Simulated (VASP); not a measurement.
Data:

```yaml
crystal:
  lattice:
    - [1.50335, -2.53880, 0.00000]
    - [1.50335, 2.53880, 0.00000]
    - [0.00000, 0.00000, 5.70322]
  atoms:
    - { symbol: Cd, position: [0.33333, 0.66667, 0.25000] }
    - { symbol: Cd, position: [0.68577, 0.35244, 0.75000] }
```

Level of theory: PBE GGA, VASP's PBE PAW potentials (set 64) (plane waves; VASP). Numerical set-up: 520 eV cut-off, 13×13×6 Γ-centred mesh, first-order Methfessel-Paxton smearing of 0.10 eV, potentials Cd.

Give the stress tensor in GPa (positive for a compressed cell).

```
2.36  0.04  0.00
0.04  5.25  0.00
0.00  0.00  1.46
```
The pressure is its mean diagonal, 3.02 GPa.

The compound is Cd in the hcp structure. The cell was not relaxed at this level, atoms are displaced from their ideal sites. The run is one of a series of settings (ENCUT = 520 against the base run), some of them coarse on purpose.
